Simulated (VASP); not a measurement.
# SnH2 (P-3m1): band edges, masses and strain, part 3 of 3

Wanted: where the band edges of SnH2 lie, how heavy the carriers are and how strain moves the gap. The cell is generated by rule, not measured, and may not be a known phase.

VASP 6.6.1, plane waves and PAW; the level of theory is named at each step.

So far. Step 3 (Bands on a dense mesh): At 3.1 GPa the cell is away from the equilibrium volume of this level: left free, it would expand.

The structure was built from a prototype and need not be the compound's stable phase.

## Step 5: Orbitals for bands with HSE06

This step: PBE; plane waves and PAW (Sn_d, H); invented cell (VASP 6.6.1).

The hybrid starts from PBE orbitals, which saves many expensive cycles.

INCAR reads:

```
SYSTEM = SnH2
PREC = Accurate
ENCUT = 400
EDIFF = 1E-05
NELM = 100
ISMEAR = 0
SIGMA = 0.02
LREAL = .FALSE.
ALGO = Normal
GGA = PE
NBANDS = 14
LORBIT = 11
LWAVE = .TRUE.
LCHARG = .FALSE.
KPAR = 4
```

POSCAR reads:

```
SnH2
1.0
    3.3234005750      0.0000000000      0.0000000000
   -1.6617002870      2.8781493250      0.0000000000
    0.0000000000      0.0000000000      5.6135500000
Sn H
1 2
Direct
    0.0000000000      0.0000000000      0.0000000000
    0.3333333330      0.6666666670      0.1583595229
    0.6666666670      0.3333333330      0.8416404771
```

KPOINTS reads:

```
Automatic mesh
0
Gamma
6 6 4
0 0 0
```

The projector-augmented-wave data sets are Sn_d and H (LDA family, release 64).

Started as:

```console
> mpirun -np 4 vasp_std
```

Output:

```text
[banner, memory and clock lines left out]
running    4 mpi-ranks, on    1 nodes
 distrk:  each k-point on    1 cores,    4 groups
 distr:  one band on    1 cores,    1 groups

 POSCAR found type information on POSCAR SnH
 POSCAR found :  2 types and       3 ions
|                                                                             |
|               ----> ADVICE to this user running VASP <----                  |
|                                                                             |
|     You enforced a specific xc type in the INCAR file but a different       |
|     [... a line on the potential file left out ...]
|     I HOPE YOU KNOW WHAT YOU ARE DOING!                                     |
|                                                                             |

 LDA part: xc-table for (Slater+PW92), standard interpolation
 POSCAR, INCAR and KPOINTS ok, starting setup
 FFT: planning ... GRIDC
 FFT: planning ... GRID_SOFT
 FFT: planning ... GRID
 WAVECAR not read
 entering main loop
       N       E                     dE             d eps       ncg     rms          rms(c)
DAV:   1     0.883789827606E+02    0.88379E+02   -0.70432E+03   690   0.115E+03
DAV:   2    -0.147698739393E+01   -0.89856E+02   -0.85952E+02   738   0.303E+02
DAV:   3    -0.931251320991E+01   -0.78355E+01   -0.78008E+01   810   0.848E+01
DAV:   4    -0.952139585744E+01   -0.20888E+00   -0.20886E+00   768   0.155E+01
DAV:   5    -0.952944782582E+01   -0.80520E-02   -0.80519E-02   880   0.284E+00    0.406E+00
DAV:   6    -0.915853381315E+01    0.37091E+00   -0.16868E-01   890   0.348E+00    0.208E+00
DAV:   7    -0.904778442355E+01    0.11075E+00   -0.22367E-01   704   0.293E+00    0.374E-01
DAV:   8    -0.905054965843E+01   -0.27652E-02   -0.24049E-02   774   0.177E+00    0.129E-01
DAV:   9    -0.905083643600E+01   -0.28678E-03   -0.19920E-03   744   0.465E-01    0.748E-02
DAV:  10    -0.905094071498E+01   -0.10428E-03   -0.28911E-04   702   0.162E-01    0.307E-02
DAV:  11    -0.905099557078E+01   -0.54856E-04   -0.10963E-04   736   0.985E-02    0.185E-02
DAV:  12    -0.905098921004E+01    0.63607E-05   -0.11159E-05   652   0.316E-02
   1 F= -.90509892E+01 E0= -.90503091E+01  d E =-.136014E-02
 writing wavefunctions
```

Run time: 8.8 s. Hardware: 4 MPI ranks of AMD EPYC 7R43, shared host; peak memory 0.5 GiB; 32 s of CPU time.

From OUTCAR (step 5):

```text
   k-points           NKPTS =     24   k-points in BZ     NKDIM =     24   number of bands    NBANDS=     14

   NELECT =      16.0000    total number of electrons

 E-fermi :   3.3455

 k-point     1 :       0.0000    0.0000    0.0000
  band No.  band energies     occupation
    ...
      3     -18.7706      2.00000
      4     -18.6449      2.00000
      5     -18.6449      2.00000
      6      -8.6127      2.00000
      7      -2.2271      2.00000
      8       4.9077      0.00000
      9       7.7880      0.00000
     10       8.8079      0.00000
     11       9.6673      0.00000
     12       9.6673      0.00000
    ...

  Total        3.0004902      3.0004902     -0.0648349      0.0000000      0.0000000     -0.0000000
  in kB       89.5301246     89.5301246     -1.9345755      0.0000000      0.0000000     -0.0000000
  external PRESSURE =      59.0418913 kB  Pullay stress =       0.0000000 kB

 POSITION                                       TOTAL-FORCE (eV/Angst)
 -----------------------------------------------------------------------------------
      0.00000      0.00000      0.00000         0.000000      0.000000      0.000000
     -0.00000      1.91877      0.88896        -0.000000     -0.000000      0.206648
      1.66170      0.95938      4.72459         0.000000      0.000000     -0.206648
 -----------------------------------------------------------------------------------
    total drift:                               -0.000000     -0.000000     -0.000000

  FREE ENERGIE OF THE ION-ELECTRON SYSTEM (eV)
  ---------------------------------------------------
  free  energy   TOTEN  =        -9.0509892100 eV

  energy  without entropy=       -9.0496290661  energy(sigma->0) =       -9.05030914

[... 6 parts as in an earlier step ...]

[... 10 further parts left out ...]
```

The k-mesh is coarse for a metal. The PAW data sets were made with LDA, a small mismatch for this functional.

This step gave:

```yaml
scf_cycles: 12
bands: 14
irreducible_k_points: 24
free_energy_toten: -9.051 eV
energy_at_zero_smearing: -9.050 eV
fermi_energy: 3.345 eV
pressure: 5.904 GPa
```

Force by atom:

| atom | x (eV/Å) | y (eV/Å) | z (eV/Å) | size |
| --- | --- | --- | --- | --- |
| Sn1 | 0.000 | 0.000 | 0.000 | 0.000 |
| H2 | 0.000 | 0.000 | 0.207 | 0.207 |
| H3 | 0.000 | 0.000 | -0.207 | 0.207 |

## Step 6: Bands with HSE06

This step: HSE06; plane waves and PAW (Sn_d, H); invented cell (VASP 6.6.1).

A quarter of screened exact exchange corrects much of the semilocal gap error; its cost forces a coarser mesh.

INCAR reads:

```
SYSTEM = SnH2
PREC = Accurate
ENCUT = 400
EDIFF = 1E-06
NELM = 100
ISMEAR = 0
SIGMA = 0.02
LREAL = .FALSE.
ALGO = Normal
LHFCALC = .TRUE.
AEXX = 0.25
GGA = PE
HFSCREEN = 0.2
LASPH = .TRUE.
NBANDS = 14
PRECFOCK = Fast
LORBIT = 11
LWAVE = .FALSE.
LCHARG = .FALSE.
KPAR = 4
ISIF = 2
```

POSCAR is that of step 5.

KPOINTS is that of step 5.

KPOINTS_OPT reads:

```
Line mode
8
Line-mode
Reciprocal
  0.00000000   0.00000000   0.00000000 GAMMA
  0.50000000   0.00000000   0.00000000 M

  0.50000000   0.00000000   0.00000000 M
  0.33333333   0.33333333   0.00000000 K

  0.33333333   0.33333333   0.00000000 K
  0.00000000   0.00000000   0.00000000 GAMMA

  0.00000000   0.00000000   0.00000000 GAMMA
  0.00000000   0.00000000   0.50000000 A

  0.00000000   0.00000000   0.50000000 A
  0.50000000   0.00000000   0.50000000 L

  0.50000000   0.00000000   0.50000000 L
  0.33333333   0.33333333   0.50000000 H

  0.33333333   0.33333333   0.50000000 H
  0.00000000   0.00000000   0.50000000 A

  0.50000000   0.00000000   0.50000000 L
  0.50000000   0.00000000   0.00000000 M

  0.33333333   0.33333333   0.00000000 K
  0.33333333   0.33333333   0.50000000 H
```

The WAVECAR or CHGCAR of an earlier step is read.

Started as:

```console
> mpirun -np 4 vasp_std
```

Output:

```text
[banner, memory and clock lines left out]
running    4 mpi-ranks, on    1 nodes
 distrk:  each k-point on    1 cores,    4 groups
 distr:  one band on    1 cores,    1 groups

 POSCAR found type information on POSCAR SnH
 POSCAR found :  2 types and       3 ions
 [... a notice as in an earlier step ...]

 LDA part: xc-table for (Slater+PW92), standard interpolation
 found WAVECAR, reading the header
 POSCAR, INCAR and KPOINTS ok, starting setup
 FFT: planning ... GRIDC
 FFT: planning ... GRID_SOFT
 FFT: planning ... GRID
 reading WAVECAR
 the WAVECAR file was read successfully
 initial charge from wavefunction
 entering main loop
       N       E                     dE             d eps       ncg     rms          rms(c)
DAV:   1    -0.105339050747E+02   -0.10534E+02   -0.25831E-01   744   0.599E+00    0.526E-01
DAV:   2    -0.105364658206E+02   -0.25607E-02   -0.10925E-02   788   0.957E-01    0.448E-01
DAV:   3    -0.105364915275E+02   -0.25707E-04   -0.82602E-04   942   0.333E-01    0.302E-01
DAV:   4    -0.105365020534E+02   -0.10526E-04   -0.77657E-05   950   0.113E-01    0.187E-01
DAV:   5    -0.105365079026E+02   -0.58492E-05   -0.13745E-05   772   0.415E-02    0.116E-01
DAV:   6    -0.105365107208E+02   -0.28183E-05   -0.48105E-06   840   0.202E-02    0.705E-02
DAV:   7    -0.105365119945E+02   -0.12737E-05   -0.13526E-06   716   0.103E-02    0.425E-02
DAV:   8    -0.105365128302E+02   -0.83566E-06   -0.50412E-07   542   0.613E-03
   1 F= -.10536513E+02 E0= -.10535860E+02  d E =-.130519E-02
 Start KPOINTS_OPT (optional k-point list driver)
k-point batch [1-24\72]
       N       E                     dE             ncg
DAV:   1    -0.280355325695E+04   -0.11918E+05      678
DAV:   2    -0.528825556505E+04   -0.24847E+04      756
DAV:   3    -0.548449934073E+04   -0.19624E+03      744
DAV:   4    -0.549039066547E+04   -0.58913E+01      768
DAV:   5    -0.549060686786E+04   -0.21620E+00      890
DAV:   6    -0.549061592942E+04   -0.90616E-02      958
DAV:   7    -0.549061602124E+04   -0.91820E-04      926
DAV:   8    -0.549061602218E+04   -0.94118E-06      564
[...]
k-point batch [49-72\72]
       N       E                     dE             ncg
DAV:   1    -0.275060894475E+04   -0.14373E+05      678
DAV:   2    -0.529895215986E+04   -0.25483E+04      756
DAV:   3    -0.549556550405E+04   -0.19661E+03      804
DAV:   4    -0.550181117089E+04   -0.62457E+01      768
DAV:   5    -0.550201958139E+04   -0.20841E+00      880
DAV:   6    -0.550203033760E+04   -0.10756E-01      978
DAV:   7    -0.550203050381E+04   -0.16621E-03      882
DAV:   8    -0.550203050545E+04   -0.16419E-05      596
DAV:   9    -0.550203050568E+04   -0.22488E-06      504
```

It took 24 min on 4 MPI ranks; peak memory 1 GiB.

OUTCAR, selected parts (step 6):

```text
   k-points           NKPTS =     24   k-points in BZ     NKDIM =    144   number of bands    NBANDS=     14

   NELECT =      16.0000    total number of electrons

  exchange ACFDT corr.  =         0.00000000  see jH, gK, PRB 81, 115126

 E-fermi :   3.4101

 k-point     1 :       0.0000    0.0000    0.0000
  band No.  band energies     occupation
    ...
      3     -21.1899      2.00000
      4     -21.0642      2.00000
      5     -21.0642      2.00000
      6     -10.1335      2.00000
      7      -3.1289      2.00000
      8       5.1086      0.00000
      9       8.4041      0.00000
     10       9.5301      0.00000
     11      10.3232      0.00000
     12      10.3232      0.00000
    ...

  Total        2.7460906      2.7460906     -0.2015144      0.0000000      0.0000000     -0.0000000
  in kB       81.9392222     81.9392223     -6.0128858      0.0000000      0.0000000     -0.0000000
  external PRESSURE =      52.6218529 kB  Pullay stress =       0.0000000 kB

 POSITION                                       TOTAL-FORCE (eV/Angst)
 -----------------------------------------------------------------------------------
      0.00000      0.00000      0.00000        -0.000000     -0.000000      0.000000
     -0.00000      1.91877      0.88896         0.000000     -0.000000      0.158637
      1.66170      0.95938      4.72459        -0.000000      0.000000     -0.158637
 -----------------------------------------------------------------------------------
    total drift:                                0.000000     -0.000000     -0.000002

  FREE ENERGIE OF THE ION-ELECTRON SYSTEM (eV)
  ---------------------------------------------------
  free  energy   TOTEN  =       -10.5365128302 eV

  energy  without entropy=      -10.5352076425  energy(sigma->0) =      -10.53586024

[... 7 parts as in an earlier step ...]

[... 9 further parts left out ...]
```

Numbers from this step:

```
SCF cycles              : 8
free energy (TOTEN)     : -10.54 eV
energy at zero smearing : -10.54 eV
Fermi energy            : 3.410 eV
pressure                : 5.262 GPa
```

Electronic bands along the path, in eV, zero at the Fermi level; # counts the bands kept, so #1 is VASP's band 6:

| point | #1 | #2 | #3 | #4 | #5 | #6 | #7 |
| --- | --- | --- | --- | --- | --- | --- | --- |
| Γ | -13.54 | -6.54 | 1.70 | 4.99 | 6.12 | 6.91 | 6.91 |
| 0.43 of the way | -12.62 | -5.80 | 0.21 | 2.49 | 3.50 | 4.71 | 7.92 |
| M | -8.62 | -8.31 | -1.89 | 0.17 | 2.88 | 5.93 | 6.18 |
| 0.43 of the way | -8.28 | -8.01 | -3.12 | 0.51 | 2.18 | 5.59 | 6.69 |
| K | -6.93 | -6.93 | -6.46 | 1.64 | 2.66 | 2.66 | 7.75 |
| 0.57 of the way | -12.30 | -5.59 | -0.24 | 1.45 | 2.79 | 6.39 | 6.64 |
| Γ | -13.54 | -6.54 | 1.70 | 4.99 | 6.12 | 6.91 | 6.91 |
| 0.43 of the way | -13.53 | -6.68 | 2.25 | 5.00 | 6.18 | 6.93 | 6.93 |
| A | -13.50 | -6.88 | 3.36 | 5.04 | 6.89 | 6.95 | 6.95 |
| 0.43 of the way | -12.57 | -6.11 | 0.15 | 2.88 | 4.75 | 5.80 | 6.66 |
| L | -8.58 | -8.26 | -2.08 | -0.40 | 2.92 | 5.29 | 7.03 |
| 0.43 of the way | -8.25 | -7.96 | -3.17 | -0.06 | 1.81 | 5.36 | 7.74 |
| H | -6.90 | -6.90 | -6.41 | 1.05 | 2.15 | 2.15 | 10.47 |
| 0.43 of the way | -11.28 | -5.41 | -2.24 | -0.09 | 4.87 | 5.23 | 6.85 |
| A | -13.50 | -6.88 | 3.36 | 5.04 | 6.89 | 6.95 | 6.95 |
| jump to L | -8.58 | -8.26 | -2.08 | -0.40 | 2.92 | 5.29 | 7.03 |
| 0.43 of the way | -8.60 | -8.28 | -2.01 | -0.19 | 2.90 | 5.38 | 7.02 |
| M | -8.62 | -8.31 | -1.89 | 0.17 | 2.88 | 5.93 | 6.18 |
| jump to K | -6.93 | -6.93 | -6.46 | 1.64 | 2.66 | 2.66 | 7.75 |
| 0.43 of the way | -6.92 | -6.92 | -6.44 | 1.40 | 2.44 | 2.44 | 8.48 |
| H | -6.90 | -6.90 | -6.41 | 1.05 | 2.15 | 2.15 | 10.47 |

Of the projections kept (Sn, H), the largest for each band there; the rest of the weight can lie on other orbitals:

| point | #1 | #2 | #3 | #4 | #5 | #6 | #7 |
| --- | --- | --- | --- | --- | --- | --- | --- |
| Γ | Sn 0.80 | H 0.54 | Sn 0.87 | H 0.62 | H 0.55 | Sn 0.98 | Sn 0.98 |
| M | Sn 0.57 | Sn 0.86 | H 0.52 | Sn 0.91 | Sn 0.96 | Sn 0.75 | Sn 0.92 |
| K | Sn 0.53 | Sn 0.53 | Sn 0.99 | Sn 0.98 | Sn 0.64 | Sn 0.64 | Sn 0.81 |
| Γ | Sn 0.80 | H 0.54 | Sn 0.87 | H 0.62 | H 0.55 | Sn 0.98 | Sn 0.98 |
| A | Sn 0.80 | H 0.53 | H 0.97 | Sn 0.55 | Sn 0.82 | Sn 0.98 | Sn 0.98 |
| L | Sn 0.57 | Sn 0.86 | H 0.51 | Sn 0.92 | Sn 0.96 | Sn 0.84 | Sn 0.55 |

The electronic bands as a text plot (rows in eV, shown from -8.0 to 5.1 only):

```
    4.9 |** *  *   *    *     ******  *            *    *
    4.3 | **        *   *    *      *        *         *
    3.8 |   ***          *             *      *   *
    3.2 |    ***      **    *    *****  **             **
    2.7 |  ***  **   *    **          *   **    **    *  ******
    2.1 |  *      ***       *   *    * *    *  *      *        **
    1.6 |**   *      *    ** ***             **              **
    1.0 |          ** **                *      *    **         **
    0.5 |   *  *  *      *                    * **
   -0.1 |       **      * **          *  *  **     ***    ***
   -0.6 |                                 **      *      *
   -1.2 |
   -1.7 |    *  *                      *                   **
   -2.3 |     ** **      *               ***       *     **
   -2.8 |                               *   *
   -3.3 |
   -3.9 |          *    *                    *    *
   -4.4 |
   -5.0 |           *    *                    *
   -5.5 |   **        *** **           *        ****
   -6.1 |  *  *       **    *         * *       **  **
   -6.6 |**          *       *********         *      ***    ****
   -7.2 |      *     *                   *    *              ***
   -7.7 |          **                        **
         Γ      M    K        Γ   A       L    H       A|L M|K  H
```

Force by atom:

| atom | x (eV/Å) | y (eV/Å) | z (eV/Å) | size |
| --- | --- | --- | --- | --- |
| Sn1 | 0.000 | 0.000 | 0.000 | 0.000 |
| H2 | 0.000 | 0.000 | 0.159 | 0.159 |
| H3 | 0.000 | 0.000 | -0.159 | 0.159 |

The largest force, 0.16 eV/Å, shows that the atoms would still move at this level, mesh and basis.

## Step 7: What came out

```json
{
 "gap, LDA": "none",
 "gap with spin-orbit coupling": "none",
 "gap, HSE06 without spin-orbit coupling": "none"
}
```

What this shows: At this level the bands overlap or touch. Masses were not obtained, since there is no gap at this level. The strain response was not obtained, since there is no gap at this level.

[Lines on the potential files, build, host, timing and source positions are cut from VASP's logs without a mark.]

[Logs are printed without paths, hosts, clocks, repeated set-up lines and the standing remarks that a program may print on its own settings, such as how far it seeks lower states.]

[Hosts, paths, dates, database ids (printed as entryN), source tags and the programs' standing remarks are cut or masked in the printed files.]

[In band tables of VASP the shares of atoms and orbitals are scaled to a sum of 1 inside the atoms' spheres.]

[Gaps and slopes under strain along one axis are those of the sampled path and mesh points; where strain splits equal valleys, another of them can be the edge.]
